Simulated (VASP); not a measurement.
All values below come from PBEsol GGA, VASP's PBE PAW potentials (set 64) (plane waves; VASP 6.6.1).

The input files of a VASP run:

### INCAR
```
SYSTEM = AlRu
LREAL = .FALSE.   ! projection in real space or not
IBRION = 2   ! conjugate gradients
EDIFFG = -0.01   ! ionic stop
LASPH = .TRUE.
ISIF = 3   ! ions, shape and volume
NELM = 100   ! most electronic steps
LCHARG = .FALSE.
EDIFF = 1E-6   ! SCF stop (eV)
ALGO = Normal   ! blocked Davidson
PREC = Accurate
LMAXMIX = 4   ! l cut-off of mixed one-centre charges
NSW = 60   ! most ionic steps
LWAVE = .FALSE.
GGA = PS
SIGMA = 0.1
ISMEAR = 1
ENCUT = 400   ! plane-wave cut-off (eV)
```

### KPOINTS
```
Automatic mesh
0
Gamma
14 14 14
0 0 0
```

POSCAR:
```
AlRu
1.0
  1.4195038831   0.8195509876   3.9371157812
 -1.4195038831   0.8195509876   3.9371157812
  0.0000000000  -1.6391019753   3.9371157812
Al Ru
1 1
Cartesian
  0.0000000000   0.0000000000   0.0000000000
  0.0000000000  -0.0000000001   5.9056736718
```

POTCAR, in this order: Al Ru_pv (PBE.64 set). Program: vasp_std.

Output

**OUTCAR**
```
 ion  position               nearest neighbor table
   1  0.000  0.000  0.000-   2 2.56   2 2.56   2 2.56   2 2.56   2 2.56   2 2.56
   2  0.500  0.500  0.500-   1 2.56   1 2.56   1 2.56   1 2.56   1 2.56   1 2.56
  LATTYP: Found a trigonal (rhomboedric) cell.
 ALAT       =     4.2646847211
 COS(alpha) =     0.7784206248
 Subroutine PRICEL returns:
 Original cell was already a primitive cell.
 Subroutine GETGRP returns: Found 12 space group operations
The static configuration has the point symmetry D_3d.
The dynamic configuration has the point symmetry D_3d.
 Subroutine INISYM returns: Found 12 space group operations
 Subroutine IBZKPT returns following result:
 Found    288 irreducible k-points:

 Following reciprocal coordinates:
            Coordinates               Weight
  0.000000  0.000000  0.000000      1.000000
  0.071429  0.000000  0.000000      6.000000
  0.142857  0.000000  0.000000      6.000000
  0.214286 -0.000000  0.000000      6.000000
  0.285714 -0.000000  0.000000      6.000000
  0.357143 -0.000000  0.000000      6.000000
  0.428571 -0.000000  0.000000      6.000000
  0.500000  0.000000  0.000000      3.000000
...
```

File OSZICAR:
```
       N       E                     dE             d eps       ncg     rms          rms(c)
DAV:   1     0.810646590048E+02    0.81065E+02   -0.85167E+03  7772   0.106E+03
DAV:   2    -0.141534483772E+02   -0.95218E+02   -0.91128E+02  7400   0.295E+02
DAV:   3    -0.157039287935E+02   -0.15505E+01   -0.15199E+01  8300   0.391E+01
DAV:   4    -0.157185332810E+02   -0.14604E-01   -0.14596E-01  8412   0.378E+00
DAV:   5    -0.157188046460E+02   -0.27136E-03   -0.27135E-03  8412   0.475E-01    0.130E+01
DAV:   6    -0.151678185112E+02    0.55099E+00   -0.43005E+00  7248   0.235E+01    0.286E+00
DAV:   7    -0.149611698418E+02    0.20665E+00   -0.59588E-01  7132   0.872E+00    0.252E+00
DAV:   8    -0.149286128238E+02    0.32557E-01   -0.59811E-02  8068   0.249E+00    0.392E-01
DAV:   9    -0.149278296332E+02    0.78319E-03   -0.27812E-03  8416   0.488E-01    0.186E-01
DAV:  10    -0.149276874236E+02    0.14221E-03   -0.45232E-04  7784   0.263E-01    0.582E-02
DAV:  11    -0.149276868944E+02    0.52922E-06   -0.27490E-05  7960   0.602E-02    0.208E-02
DAV:  12    -0.149276842609E+02    0.26335E-05   -0.94493E-06  7616   0.249E-02    0.406E-03
DAV:  13    -0.149276839341E+02    0.32676E-06   -0.10399E-06  4936   0.920E-03
   1 F= -.14927684E+02 E0= -.14927429E+02  d E =-.149277E+02
       N       E                     dE             d eps       ncg     rms          rms(c)
DAV:   1    -0.149298807497E+02   -0.21965E-02   -0.46942E-02  7140   0.254E+00    0.367E-01
DAV:   2    -0.149281601237E+02    0.17206E-02   -0.73099E-03  7424   0.104E+00    0.127E-01
DAV:   3    -0.149278353950E+02    0.32473E-03   -0.79463E-04  7528   0.298E-01    0.444E-02
DAV:   4    -0.149277976880E+02    0.37707E-04   -0.15897E-04  9236   0.132E-01    0.270E-02
DAV:   5    -0.149277982797E+02   -0.59168E-06   -0.60635E-06  7856   0.228E-02
   2 F= -.14927798E+02 E0= -.14927507E+02  d E =-.114346E-03
       N       E                     dE             d eps       ncg     rms          rms(c)
DAV:   1    -0.149279894228E+02   -0.19173E-03   -0.44849E-03  7096   0.786E-01    0.114E-01
DAV:   2    -0.149278258102E+02    0.16361E-03   -0.70313E-04  7400   0.323E-01    0.399E-02
DAV:   3    -0.149277943114E+02    0.31499E-04   -0.76832E-05  7532   0.929E-02    0.135E-02
DAV:   4    -0.149277906964E+02    0.36150E-05   -0.14912E-05  9476   0.403E-02    0.884E-03
DAV:   5    -0.149277905215E+02    0.17491E-06   -0.47757E-07  3784   0.680E-03
   3 F= -.14927791E+02 E0= -.14927489E+02  d E =-.106587E-03
       N       E                     dE             d eps       ncg     rms          rms(c)
DAV:   1    -0.149278750930E+02   -0.84397E-04   -0.17553E-03  7160   0.490E-01    0.716E-02
DAV:   2    -0.149278098966E+02    0.65196E-04   -0.27501E-04  7396   0.201E-01    0.249E-02
DAV:   3    -0.149277981550E+02    0.11742E-04   -0.30213E-05  7480   0.585E-02    0.861E-03
DAV:   4    -0.149277970266E+02    0.11285E-05   -0.57128E-06  8352   0.254E-02    0.510E-03
DAV:   5    -0.149277973128E+02   -0.28623E-06   -0.21027E-07  3596   0.455E-03
   4 F= -.14927797E+02 E0= -.14927501E+02  d E =-.113379E-03
       N       E                     dE             d eps       ncg     rms          rms(c)
DAV:   1    -0.149293367793E+02   -0.15398E-02   -0.31776E-02  7296   0.190E+00    0.263E-01
DAV:   2    -0.149281813166E+02    0.11555E-02   -0.56155E-03  7428   0.856E-01    0.142E-01
DAV:   3    -0.149278704350E+02    0.31088E-03   -0.83022E-04  7168   0.333E-01    0.383E-02
DAV:   4    -0.149278437666E+02    0.26668E-04   -0.85488E-05 10532   0.797E-02    0.153E-02
DAV:   5    -0.149278439497E+02   -0.18312E-06   -0.26676E-06  7204   0.173E-02
   5 F= -.14927844E+02 E0= -.14927526E+02  d E =-.466370E-04
```

File OUTCAR:
```
------------------------ aborting loop because EDIFF is reached ----------------------------------------
  FORCE on cell =-STRESS in cart. coord.  units (eV):
  Direction    XX          YY          ZZ          XY          YZ          ZX
  --------------------------------------------------------------------------------------
  Total       -0.0044987     -0.0044987      0.0066514      0.0000000     -0.0000000      0.0000000
  in kB       -0.2619830     -0.2619830      0.3873439      0.0000000     -0.0000000      0.0000000
  external PRESSURE =      -0.0455407 kB  Pullay stress =       0.0000000 kB
  volume of cell :       27.51
      direct lattice vectors                 reciprocal lattice vectors
     1.422455005  0.821254819  3.925152567     0.351504967  0.202941478  0.084922389
    -1.422455005  0.821254819  3.925152567    -0.351504967  0.202941478  0.084922389
    -0.000000000 -1.642509638  3.925152567     0.000000000 -0.405882956  0.084922389
 POSITION                                       TOTAL-FORCE (eV/Angst)
 -----------------------------------------------------------------------------------
     -1.42246      0.82125      3.92515        -0.000000      0.000000      0.000000
     -0.00000     -0.00000      5.88773         0.000000     -0.000000     -0.000000
 -----------------------------------------------------------------------------------
    total drift:                                0.000000     -0.000000      0.000000
  FREE ENERGIE OF THE ION-ELECTRON SYSTEM (eV)
  ---------------------------------------------------
  free  energy   TOTEN  =       -14.9278439497 eV

  energy  without entropy=      -14.9268909352  energy(sigma->0) =      -14.92752628

 reached required accuracy - stopping structural energy minimisation
```
(Selected blocks of OUTCAR.)

CONTCAR:
```
AlRu
   1.00000000000000
     1.4224550051438984    0.8212548189472084    3.9251525670415779
    -1.4224550051438984    0.8212548189472084    3.9251525670415779
    -0.0000000000000000   -1.6425096379943211    3.9251525670415144
  Al              Ru
     1     1
Direct
     0.0000000000000000    1.0000000000000000    0.0000000000000000
     0.5000000000000000    0.5000000000000000    0.5000000000000000
```

The structure was generated: AlRu was put into the CuPt type (R-3m), which need not be its known phase. This run relaxes it. Symmetry was kept, so distortions that lower it aren't found. The start is the result of an earlier pass. The electron count is odd and the run is not spin-polarised, which forces a metal.
